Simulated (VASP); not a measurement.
A run of VASP 6.6.1 is set up as follows.

The input INCAR:

```
  ALGO = Normal
  EDIFF = 1E-6
  ENCUT = 520
  GGA = PE
  ISIF = 2
  ISMEAR = -1
  IVDW = 12
  LASPH = True
  LCHARG = True
  LELF = True
  LREAL = Auto
  LVHAR = True
  LWAVE = False
  NBANDS = 37
  NELM = 80
  PREC = Accurate
  SIGMA = 0.05
```

The input KPOINTS:

```
k-points
0
Gamma
  1 1 1
```

POSCAR

```
MgH8Cl2O4
1.0
    5.7082670000      0.0000000000      0.0000000000
    0.0000000000      5.7082670000      0.0000000000
    0.0000000000      0.0000000000      5.7082670000
O H Mg Cl
4 8 1 2
Direct
    0.6755272711      0.7897869811      0.4505899195
    0.4086064655      0.4885266552      0.8188631656
    0.2427606077      0.4347716308      0.3709245265
    0.6992211993      0.3850357823      0.1699492867
    0.7872538211      0.8116378728      0.3173665153
    0.7301358851      0.9045055525      0.5695246523
    0.4931169485      0.4473638659      0.9648912268
    0.2671879103      0.5778608730      0.8646134417
    0.1684635257      0.5593604745      0.2743337231
    0.1203736200      0.3681313510      0.4735673569
    0.8116656443      0.5078803815      0.1093012984
    0.7598460324      0.2388754881      0.1019202667
    0.5672465728      0.4587162719      0.5072214470
    0.0128455702      0.7799848193      0.0471416186
    0.8692306260      0.2176938001      0.6838574550
```

Potentials or basis: VASP PAW PBE potentials, release 64 (O, H, Mg, Cl).

Launch:

```console
$ cat potpaw_PBE.64/O/POTCAR potpaw_PBE.64/H/POTCAR potpaw_PBE.64/Mg/POTCAR potpaw_PBE.64/Cl/POTCAR > POTCAR
$ mpirun -np 1 vasp_gam > vasp.out
```

(1) What does it give for the band gap on the k mesh?

(2) Predict the largest force.

(3) Estimate the dispersion energy per atom.

Answers

(1) 5.01 eV, direct.

(2) 0.214 eV/Å.

(3) -0.067 eV.
